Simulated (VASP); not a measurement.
Computed with RPBE GGA, VASP's PBE PAW potentials (set 64) (plane waves; VASP).

Input for VASP

INCAR:
```
# general
SYSTEM = P
PREC   = Accurate
ENCUT  = 520
LREAL  = .False.
LASPH  = .True.

# electronic loop
EDIFF  = 1E-6
NELM   = 100
ALGO   = Normal

# smearing
ISMEAR = 0
SIGMA  = 0.05

# functional
GGA    = RP

# ions
IBRION = 2
NSW    = 60
ISIF   = 3
EDIFFG = -0.02

# output
LWAVE  = .False.
LCHARG = .False.
```

**POSCAR**
```
P
1
    1.6626831164    -7.1866742647     0.0000000000
    1.6626831164     7.1866742647    -0.0000000000
    0.0000000000     0.0000000000     4.7262049170
P
4
Direct
  0.0728131672   0.9271868328   0.9075998411
  0.4271868328   0.5728131672   0.4075998411
  0.5728131672   0.4271868328   0.5924001589
  0.9271868328   0.0728131672   0.0924001589
```

File KPOINTS:
```
K-points
0
G
 6 6 4
```

POTCAR, in this order: P (PBE.64 set). Program: vasp_std.

The run wrote:

File OSZICAR:
```
       N       E                     dE             d eps       ncg     rms          rms(c)
DAV:   1     0.803105247338E+02    0.80311E+02   -0.77823E+03  1092   0.115E+03
DAV:   2    -0.144412048927E+02   -0.94752E+02   -0.91971E+02  1432   0.178E+02
DAV:   3    -0.203643614893E+02   -0.59232E+01   -0.58859E+01  1518   0.492E+01
DAV:   4    -0.204697571924E+02   -0.10540E+00   -0.10525E+00  1440   0.757E+00
DAV:   5    -0.204730378783E+02   -0.32807E-02   -0.32794E-02  1632   0.121E+00    0.111E+01
DAV:   6    -0.203793249154E+02    0.93713E-01   -0.61975E-02  1296   0.153E+00    0.663E+00
DAV:   7    -0.203374302274E+02    0.41895E-01   -0.12561E-01  1368   0.224E+00    0.240E-01
DAV:   8    -0.203385003723E+02   -0.10701E-02   -0.91042E-03  1326   0.710E-01    0.159E-01
DAV:   9    -0.203386701897E+02   -0.16982E-03   -0.62898E-04  1652   0.207E-01    0.112E-01
DAV:  10    -0.203387044523E+02   -0.34263E-04   -0.34035E-04  1230   0.164E-01    0.483E-02
DAV:  11    -0.203386964408E+02    0.80115E-05   -0.12750E-04  1368   0.883E-02    0.134E-02
DAV:  12    -0.203386968272E+02   -0.38640E-06   -0.59140E-06  1374   0.213E-02
   1 F= -.20338697E+02 E0= -.20338697E+02  d E =-.203387E+02
```

OUTCAR:
```
------------------------ aborting loop because EDIFF is reached ----------------------------------------
  FORCE on cell =-STRESS in cart. coord.  units (eV):
  Direction    XX          YY          ZZ          XY          YZ          ZX
  --------------------------------------------------------------------------------------
  Total       -0.0594619     -0.0178090      0.0482487      0.0000000      0.0000000      0.0000000
  in kB       -0.8434688     -0.2526210      0.6844094      0.0000000      0.0000000      0.0000000
  external PRESSURE =      -0.1372268 kB  Pullay stress =       0.0000000 kB
  volume of cell :      112.95
      direct lattice vectors                 reciprocal lattice vectors
     1.662683116 -7.186674265  0.000000000     0.300718757 -0.069573210  0.000000000
     1.662683116  7.186674265  0.000000000     0.300718757  0.069573210  0.000000000
     0.000000000  0.000000000  4.726204917     0.000000000  0.000000000  0.211586255
 POSITION                                       TOTAL-FORCE (eV/Angst)
 -----------------------------------------------------------------------------------
      1.66268      6.14011      4.28950         0.000000      0.009710     -0.000784
      1.66268      1.04657      1.92640         0.000000     -0.009710     -0.000784
      1.66268     -1.04657      2.79980         0.000000      0.009710      0.000784
      1.66268     -6.14011      0.43670         0.000000     -0.009710      0.000784
 -----------------------------------------------------------------------------------
    total drift:                                0.000000      0.000000      0.000000
  FREE ENERGIE OF THE ION-ELECTRON SYSTEM (eV)
  ---------------------------------------------------
  free  energy   TOTEN  =       -20.3386968272 eV

  energy  without entropy=      -20.3386968272  energy(sigma->0) =      -20.33869683

 reached required accuracy - stopping structural energy minimisation
```
(Selected blocks of OUTCAR.)

File OUTCAR:
```
 val. band max:        2.5165220777   @ k =   0.5000   0.5000   0.0000

 cond. band min:       3.4006177599   @ k =   0.5000   0.5000   0.0000


 Fermi energy:         2.7435633930

 k-point     1 :       0.0000    0.0000    0.0000
  band No.  band energies     occupation
      1     -12.2785      2.00000
      2      -9.8882      2.00000
      3      -6.7310      2.00000
      4      -3.0803      2.00000
      5      -2.2775      2.00000
      6      -1.7972      2.00000
      7      -0.8068      2.00000
      8       0.7140      2.00000
      9       0.8962      2.00000
     10       2.4209      2.00000
     11       3.7209      0.00000
     12       4.1358      0.00000
     13       5.0644      0.00000
     14       5.6565      0.00000

 k-point     2 :       0.1667   -0.0000    0.0000
  band No.  band energies     occupation
      1     -11.9562      2.00000
      2      -9.5501      2.00000
      3      -6.8893      2.00000
      4      -2.8444      2.00000
      5      -2.7227      2.00000
      6      -2.1306      2.00000
      7      -1.5293      2.00000
      8      -0.4547      2.00000
      9       0.9609      2.00000
     10       2.3078      2.00000
     11       3.9858      0.00000
     12       4.4359      0.00000
     13       6.3978      0.00000
     14       6.6502      0.00000

 k-point     3 :       0.3333   -0.0000    0.0000
  band No.  band energies     occupation
      1     -11.0110      2.00000
      2      -8.5449      2.00000
      3      -7.8721      2.00000
      4      -4.7530      2.00000
      5      -2.9601      2.00000
      6      -2.3326      2.00000
      7      -0.8209      2.00000
      8      -0.4781      2.00000
      9       0.6057      2.00000
     10       1.6144      2.00000
     11       3.7626      0.00000
     12       4.4320      0.00000
     13       4.8411      0.00000
     14       5.3645      0.00000

 k-point     4 :       0.5000   -0.0000    0.0000
  band No.  band energies     occupation
...
```

Without a dispersion term in the relaxation, distances and binding between the weakly bound layers, chains or molecules are unreliable, and so is what depends on them.

The compound is P in the black structure. It was relaxed first, which changed the volume by +49 %. The start is the result of an earlier pass.
